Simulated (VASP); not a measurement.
Input:

```
CrN
1.0
    0.00000     2.42487     2.42487
    2.42487     0.00000     2.42487
    2.42487     2.42487     0.00000
Cr N
1 1
Direct
  0.00000   0.00000   0.00000
  0.25000   0.25000   0.25000
```
Starting moments (μB, in the order of the record's atoms Cr N): 3.0 0.0.

Method: r2SCAN meta-GGA, VASP's PBE PAW potentials (set 64) (plane waves; VASP). Settings: 520 eV cut-off, 12×12×12 Γ-centred mesh, first-order Methfessel-Paxton smearing of 0.10 eV, potentials Cr_pv N.

Energy and stress use the plane-wave basis of the starting cell. The moments were started parallel, and other spin orders were not tried in this run.

**Question.** The ions, cell shape and volume are relaxed. Predict the relaxed structure.

**Answer.** 
```
CrN
1.0
    0.00000     2.19906     2.19906
    2.19906     0.00000     2.19906
    2.19906     2.19906     0.00000
Cr N
1 1
Direct
  0.00000   0.00000   0.00000
  0.25000   0.25000   0.25000
```
Space group F-43m (216), at a tolerance of 0.03 Å. The cell ends with 2.16 μB, on the sites 2.35 -0.13 μB.

**Question.** How do energy and volume change from the first to the last step?

**Answer.** The energy (σ→0) changes by -399.0 meV/atom and the volume by -25.4 %, in 7 ionic steps.

```tsv
step	E(σ→0) (eV)	max force (eV/Å)	pressure (GPa)	volume (Å³)
1	-24.7675	0.000	-26.64	28.52
2	-25.4852	0.000	18.92	19.81
3	-25.5646	0.000	-1.54	21.44
4	-25.5655	0.000	-0.18	21.30
5	-25.5653	0.000	1.16	21.17
6	-25.5650	0.000	-1.18	21.40
7	-25.5655	0.000	0.15	21.27
```

The structure was generated: CrN was put into the zinc blende type (F-43m), which need not be its known phase. This run relaxes it. Symmetry was kept, so distortions that lower it aren't found.
